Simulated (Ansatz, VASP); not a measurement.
Two plane-wave programs on TiHg

```
Ti Hg
1.0
     2.92865    0.00000    0.00000
     0.00000    2.92865    0.00000
     0.00000    0.00000    4.02589
Ti Hg
1 1
Direct
  0.50000 0.50000 0.50000
  0.00000 0.00000 0.00000
```

Alike in both runs: functional LDA; k mesh 14 × 14 × 10; occupations gaussian, width 0.1 eV; no spin polarisation.

Ansatz relaxed the structure, and its values are those at the end. VASP's run is a single point on that final structure, the one shown.

```csv
,VASP,Ansatz
version,VASP 6.6.1,Ansatz 0.2.0
potentials or method,"VASP PAW LDA potentials, release 64 (Ti_sv, Hg)","scalar-relativistic, plane waves, PAW"
plane-wave cutoff (eV),520,420
valence electrons in the cell,24,32
```

VASP gave:

- gap on the k mesh at the Fermi level (eV): none
- pressure (GPa): 1.1

Q: Which values does Ansatz return?

A: gap on the k mesh at the Fermi level (eV): none; pressure (GPa): 0.0.

A gap of «none» marks a metal or a gap that the smearing closes. The two sets of potentials don't hold the same shells in valence.

Spin-orbit coupling is left out, which matters for the levels of Hg.
